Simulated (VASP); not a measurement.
Input:

```yaml
crystal:
  lattice:
    - [0.00000, 2.71970, 2.71970]
    - [2.71970, 0.00000, 2.71970]
    - [2.71970, 2.71970, 0.00000]
  atoms:
    - { symbol: Ce, position: [0.00000, 0.00000, 0.00000] }
    - { symbol: O, position: [0.25000, 0.25000, 0.25000] }
    - { symbol: O, position: [0.75000, 0.75000, 0.75000] }
```

The numbers are results of rev-vdW-DF2, VASP's PBE PAW potentials (set 64) (plane waves; VASP 6.6.1), not measurements. Run with 520 eV cut-off, 6×6×6 Γ-centred mesh, Gaussian smearing of 0.050 eV, potentials Ce O.

### Question
Predict the energy per atom (σ→0).

### Answer

* **energy per atom (σ→0)**: -7.098 eV/atom

Total energies compare only between runs with the same potentials, cut-off and functional.

The compound is CeO2 in the fluorite structure. It was relaxed first. The start is the result of an earlier pass. The run is not spin-polarised, so no magnetic state was tried.
